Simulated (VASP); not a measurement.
A convergence study with VASP on WSi2 (MoSi2 type): one setting is varied, all else stays as given below, so the limit is that of these other settings.

```
CELL_PARAMETERS angstrom
     -1.60500     1.60500     3.91500
      1.60500    -1.60500     3.91500
      1.60500     1.60500    -3.91500
ATOMIC_POSITIONS crystal
  Si 0.66500 0.66500 0.00000
  Si 0.33500 0.33500 0.00000
  W  0.00000 0.00000 0.00000
```

Level of theory: PBE GGA, VASP's PBE PAW potentials (set 64) (plane waves; VASP 6.6.1). The tightest run used: 550 eV cut-off, 23×23×23 Γ-centred mesh, first-order Methfessel-Paxton smearing of 0.10 eV, potentials Si W_sv.

The settings run are 1×1×1 mesh; 2×2×2 mesh; 3×3×3 mesh; 4×4×4 mesh; 5×5×5 mesh; 6×6×6 mesh; 7×7×7 mesh; 8×8×8 mesh; 9×9×9 mesh; 10×10×10 mesh; 11×11×11 mesh; 12×12×12 mesh; 13×13×13 mesh; 14×14×14 mesh; 15×15×15 mesh; 16×16×16 mesh; 17×17×17 mesh; 18×18×18 mesh; 19×19×19 mesh; 20×20×20 mesh; 21×21×21 mesh; 22×22×22 mesh; 23×23×23 mesh. From which on does the energy per atom stay within 0.005 eV/atom of the tightest run?

From 6×6×6 mesh on: it is off by 0.0018 there and by no more than 0.005 in any finer run, while 5×5×5 mesh is off by 0.0066.
```tsv
setting	E (eV/atom)	pressure (GPa)	largest force (eV/Å)	irreducible k-points	difference judged (eV/atom)
1×1×1 mesh	-5.3653	32.09	0.175	1	2.9033
2×2×2 mesh	-8.1204	5.78	0.509	4	0.1482
3×3×3 mesh	-8.1300	6.84	0.584	6	0.1386
4×4×4 mesh	-8.2538	4.83	0.340	13	0.0148
5×5×5 mesh	-8.2620	3.98	0.165	18	0.0066
6×6×6 mesh	-8.2704	3.86	0.135	30	0.0018
7×7×7 mesh	-8.2688	3.97	0.094	40	0.0002
8×8×8 mesh	-8.2690	3.95	0.068	59	0.0004
9×9×9 mesh	-8.2678	4.00	0.107	75	0.0007
10×10×10 mesh	-8.2675	4.00	0.082	102	0.0011
11×11×11 mesh	-8.2680	3.97	0.134	126	0.0006
12×12×12 mesh	-8.2686	3.98	0.139	163	0.0000
13×13×13 mesh	-8.2688	3.98	0.127	196	0.0002
14×14×14 mesh	-8.2686	3.99	0.107	244	0.0000
15×15×15 mesh	-8.2686	3.98	0.111	288	0.0000
16×16×16 mesh	-8.2686	3.97	0.128	349	0.0000
17×17×17 mesh	-8.2687	3.97	0.126	405	0.0001
18×18×18 mesh	-8.2688	3.97	0.119	480	0.0002
19×19×19 mesh	-8.2687	3.97	0.111	550	0.0001
20×20×20 mesh	-8.2686	3.97	0.111	641	0.0000
21×21×21 mesh	-8.2686	3.97	0.115	726	0.0000
22×22×22 mesh	-8.2686	3.97	0.115	834	0.0000
23×23×23 mesh	-8.2686	3.98	0.115	936	0.0000
```

Left out are rungs that failed or repeat a setting and relaxations that didn't move; long series are thinned to 24 rows.

The compound is WSi2 in the MoSi2 type structure. The cell was not relaxed at this level, forces remain on its atoms.
